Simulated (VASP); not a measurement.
Crystal: Pb.

```
Pb
1.0
     0.00000    2.47502    2.47502
     2.47502    0.00000    2.47502
     2.47502    2.47502    0.00000
Pb
1
Cartesian
  0.0000 0.0000 0.0000
```

| Item | Value |
| --- | --- |
| Program | VASP 6.6.1 |
| Task | relaxation of cell and atoms |
| Functional | LDA |
| Potentials or basis | VASP PAW LDA potentials, release 64 (Pb_d) |
| Cutoff | 600 eV |
| k mesh | 14 × 14 × 14 |
| Occupations | methfessel-paxton, width 0.1 eV |
| Spin | no spin polarisation |

At the start: pressure -1.9 GPa; volume 30.32 Å³/atom.

How do energy, volume and symmetry change on relaxing?

Over 3 steps the energy falls by 7.1 meV/atom and the volume is 29.16 Å³/atom (-3.8 %); space group Fm-3m (No. 225, to 0.05 Å).

The path:
```
step  energy change (eV)  largest force (eV/Å)  pressure (GPa)  volume (Å³)
   1              0.0000                0.0000           -1.88        30.32
   2             -0.0063                0.0000            0.74        28.79
   3             -0.0071                0.0000           -0.01        29.16
```

Final structure:
```cif
data_structure
_symmetry_space_group_name_H-M 'P 1'
_symmetry_Int_Tables_number 1
_cell_length_a 3.4550
_cell_length_b 3.4550
_cell_length_c 3.4550
_cell_angle_alpha 60.000
_cell_angle_beta 60.000
_cell_angle_gamma 60.000
_cell_volume 29.16
loop_
_atom_site_label
_atom_site_type_symbol
_atom_site_fract_x
_atom_site_fract_y
_atom_site_fract_z
_atom_site_occupancy
Pb1 Pb 0.00000 0.00000 0.00000 1
```
